Lead telluride, PbTe, is a semiconductor with the rock-salt structure: each Pb atom has six Te neighbours, and each Te atom has six Pb neighbours. Its band gap is the energy between the highest filled and the lowest empty electron level. The gap depends on how tightly the crystal is squeezed, and the table follows it through a series of cubic cells computed with density functional theory. The problem is to find a rule that gives the gap at another cell size with pencil and paper, and to learn how far the rule can be trusted.

VASP 6.6.1, density functional theory with the PBE functional and PAW potentials (Pb with 5d electrons in the valence), for rock-salt PbTe in two-atom cells, without spin polarisation or spin-orbit coupling. Plane-wave cutoff 520 eV, Gaussian smearing of 0.02 eV; gaps are taken from the levels at the points of an 8 × 8 × 8 k mesh.

| volume (Å³/atom) | shortest distance (Å) | gap on mesh (eV) | direct gap on mesh (eV) |
| --- | --- | --- | --- |
| 30.568 | 3.127 | 0.492 | 0.492 |
| 31.866 | 3.170 | 0.603 | 0.603 |
| 33.730 | 3.231 | 0.735 | 0.735 |
| 35.443 | 3.285 | 0.833 | 0.833 |
| 35.472 | 3.286 | 0.834 | 0.834 |
| 35.483 | 3.286 | 0.835 | 0.835 |

The shortest distance is the Pb–Te contact. The gap on mesh compares the edges over all sampled electron waves, whereas the direct gap compares levels of one and the same wave. The two agree in every row, so the edges belong to the same wave. The last three rows are practically one crystal, at nearly zero computed pressure, and count as a single point.

**(a) Why does the gap shrink when the crystal is compressed, and what simple dependence on the contact length does the reason suggest?**

*Solution.* A simple picture of a gap points the other way. When two orbitals on neighbouring atoms mix, one combination goes down in energy and the other goes up. If the gap lay between these two partners, shorter contacts would mix them more strongly and widen it. The shrinking gap of PbTe therefore suggests that its edges are not such partners.

The filled levels at the top of the valence band are mainly Te 5p, and the lowest empty ones are mainly Pb 6p. Well below both lies the Pb 6s level, which is also filled. Where Pb 6s and Te 5p mix, the lower level is pushed down and the upper one is pushed up. The top of the valence band is then an antibonding level, although it is full of electrons. This assignment is standard chemistry of divalent lead; the calculation lists level energies but not their orbital make-up.

Whether the two can mix depends on the electron wave. Picture a Pb atom with one Te neighbour on its left and one on its right. For the wave called L, where the gap lies, the sign of the wave is opposite on these two Te atoms. Their p orbitals then turn lobes of the same sign towards the Pb atom, and both overlaps with the round 6s orbital add up. Their overlaps with a Pb 6p orbital, whose two lobes differ in sign, cancel, so the two edges at L do not mix with each other. For the wave called Γ, which has the same sign in every cell, one neighbour offers a positive lobe and the other a negative one, and the overlaps cancel.

This difference provides a comparison within the same crystal. At Γ the Te 5p orbitals mix with Pb 6p instead, so the highest filled and lowest empty levels there are true partners. When the volume grows from 31.866 to 35.472 Å³ per atom, their separation falls by 0.53 eV, while the gap at L rises by 0.23 eV. Expansion thus does not simply stretch or shrink all energy differences together. The two opposite changes are what the mixing rules lead one to expect.

The sign at L still needs some care, because the empty edge is also pushed up from below, by the deep Te 5s level. Compression strengthens both pushes, and the gap shrinks only if the valence edge rises faster. Measured from the filled Pb 5d levels in the same two cells, expansion lowers the valence edge by 0.20 eV and raises the conduction edge by only 0.03 eV. On this scale the valence edge does most of the work. The scale is not firm, however: the 5d levels may themselves shift with volume, and a weaker push from Te 5s should lower the conduction edge, not raise it. The division between the two edges is therefore less certain than the change of the gap.

The form of the rule follows from the push. A level pushed by another at a distance $\Delta$ in energy moves by roughly $V^2/\Delta$, as long as the strength of the coupling, $V$, is small against $\Delta$. The mixing in PbTe may be too strong for this, so the formula is only a guide. A rough estimate lets $V$ fall as $1/d^2$ with the contact length $d$. If $\Delta$ stays about the same, the push varies as

$$\frac{V^2}{\Delta}\propto\frac{1}{d^4}.$$

For a small shortening this is nearly a straight line: one per cent off the contact raises the push by about four per cent. It is then reasonable to let the gap fall in proportion to the percentage shortening. The argument suggests the shape but not the size of the slope, which has to come from the computed gaps.

**(b) Set up a straight-line rule from the two ends of the series, and use it to estimate the gaps for contacts of 3.231 and 3.170 Å.**

*Solution.* Take the cell with $d_0=3.285$ Å, which is at nearly zero pressure, as the starting point. Let $x$ be the percentage by which a contact is shorter than this:

$$x=100\,\frac{d_0-d}{d_0}.$$

In the most compressed cell the contact is 3.127 Å, so $x=4.81$. Between these two cells the gap drops from 0.833 to 0.492 eV, which is 0.341 eV. Division gives $0.341/4.81=0.071$ eV for each per cent. Rounded to figures that are easy to remember, the gap $E_g$ follows

$$E_g\approx 0.83\ \text{eV}-0.07\ \text{eV}\times x.$$

The rule has two constants: the gap of the uncompressed crystal and the price of each per cent of contact length.

Now take the contact of 3.231 Å. It is 0.054 Å shorter than the starting value, and $100\times0.054/3.285$ gives $x=1.64$. The amount to take off is $0.07\times1.64=0.115$ eV, which leaves

$$E_g\approx0.83-0.115=0.715\ \text{eV}.$$

The full calculation gives 0.735 eV, so the estimate is 0.02 eV too low.

The contact of 3.170 Å is shorter by 3.50 per cent. The rule takes off 0.245 eV and leaves 0.585 eV, against a computed 0.603 eV. This estimate, too, is low by about 0.02 eV. Neither of these cells was used to set the constants, so both are fair tests of the rule between its two end points.

If only the volume is known, a third of its percentage decrease from the starting cell is a fair value for $x$, as long as the decrease is small. If the pressure is known, the gap falls by about 0.04 eV for each gigapascal, averaged between the two end cells.

**(c) How accurate is the rule over the table, and where does it stop being safe?**

*Solution.* Over all six rows the largest miss is 0.02 eV, while the gap itself changes by 0.34 eV. The rule therefore errs by at most about six per cent of the whole change. The good agreement at the ends was built in when the constants were chosen, and the three cells near zero pressure repeat one another. The evidence for the accuracy comes from the two cells in between.

Both of those estimates are too low, and this has a plain reason. The computed gap falls ever more steeply as the contact shortens, and a straight line drawn between two points of such a curve runs below it. Near zero pressure, one per cent of shortening costs 0.060 eV; between the two most compressed cells it costs 0.085 eV. The value of 0.07 eV is an average over the range, not a constant of the material.

The bend matters most when the slope is taken from a narrow range and carried further. Suppose only the cells with contacts of 3.285 and 3.231 Å were known. Their slope, extended to the most compressed cell, would predict a gap of about 0.55 eV instead of 0.49 eV. That miss is more than twice the largest one made by the rule in part (b). Two calculations that enclose the range of interest therefore serve better than two that lie close together at one end of it.

The picture of part (a) could account for some of the bend. A push that grows as $1/d^4$ rises faster the shorter the contact becomes. If the straight line is replaced by this law, with its two constants set by the same end cells, the largest miss falls to about 0.01 eV. The estimates in the middle are still too low, however, so the law bends in the right direction but not enough. A changing energy distance $\Delta$, or the movement of the conduction edge, may supply the rest; the numbers at hand do not separate the two.

The rule should also stay within the contact lengths of the table. No cell there is expanded noticeably beyond zero pressure, so the slope on that side is untested. On the compressed side the limit is set by the substance itself. Real PbTe leaves the rock-salt structure at roughly 6 GPa, a recalled figure. The smallest cell has a computed pressure of 7.9 GPa, but this functional makes the uncompressed crystal slightly too large: the cell with a contact of 3.231 Å, which is close to the real size, already stands at 2.1 GPa. Counted from there, the smallest cell lies about 6 GPa higher. It is therefore near the edge of the range in which the real crystal keeps this structure, and still shorter contacts are likely to lie beyond it.

The most serious limit concerns the starting value. The calculation leaves out spin-orbit coupling, the interaction between an electron's spin and its motion, which is strong in atoms as heavy as lead. It splits the empty Pb 6p levels and brings the lowest of them down, which is expected to reduce the gap by several tenths of an electronvolt. The measured gap at room temperature is roughly 0.3 eV, again a recalled figure, far below the 0.83 eV from which the rule starts. The calculation holds the atoms at rest, and the measured gap of PbTe shrinks further on cooling, so a comparison at low temperature would look worse still. A small part of the excess comes from the oversized cell. The gap of 0.735 eV in the row close to the real size is still much too large. Density functionals of this kind usually make gaps too small, so a value that is too large points to the missing coupling.

This also changes what happens under pressure. A real gap that starts much smaller can close under compression, perhaps within the range of contacts covered here. Beyond that point the two edges have changed places, and further compression is expected to open the gap at L again, while the straight line keeps falling. What should carry over to the real crystal is the direction of the change, up to the point where the gap first closes. The size of the slope would have to be checked with spin-orbit coupling included.

For a related crystal, the first question is which level forms the top of the valence band. If a filled level below pushes it up, and this push grows faster under compression than any push on the conduction edge, the gap tends to narrow. If the two edges are instead the bonding and antibonding partners of one pair of orbitals, compression tends to widen it, although the broadening of the bands can work against this. Two calculations at the ends of the range then supply the slope, and a third in the middle shows how much the curve bends.
